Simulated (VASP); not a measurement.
Data:

```
Tm2S3
1.0
    1.87176     1.08066     8.68887
   -1.87176     1.08066     8.68887
    0.00000    -2.16132     8.68887
Tm S
2 3
Direct
  0.39900   0.39900   0.39900
  0.60100   0.60100   0.60100
  0.00000   0.00000   0.00000
  0.20800   0.20800   0.20800
  0.79200   0.79200   0.79200
```
Cell charge -0.5.

Computed with PBE GGA, VASP's PBE PAW potentials (set 64) (plane waves; VASP). Settings: NELECT = 36.5, 400 eV cut-off, 6×6×6 Γ-centred mesh, Gaussian smearing of 0.050 eV, potentials Tm_3 S.

The 4f electrons are frozen in the core of the lanthanide potential, so 4f levels, which can set the real gap, and their magnetism are missing. The cell is charged, with a uniform compensating background.

Task: What does the run give for the energy per atom (σ→0), pressure, band gap (on the k-mesh) with the smallest direct gap where there is one?

Result: 
* **band gap (on the k-mesh)**: none (metal, semimetal or under 0.01 eV)
* **energy per atom (σ→0)**: -5.539 eV/atom
* **pressure**: 8.99 GPa

The absolute energy has meaning only against runs of the same code, potentials and settings.

The structure was generated: Tm2S3 was put into the Bi2Te3 type (R-3m), which need not be its known phase. The cell was not relaxed at this level. The k-mesh is coarse (spacing up to 0.33 per Å, 2π included), so the numbers may not be converged in it. The run is one of a series of settings (NELECT = 36.5 against the base run), some of them coarse on purpose.
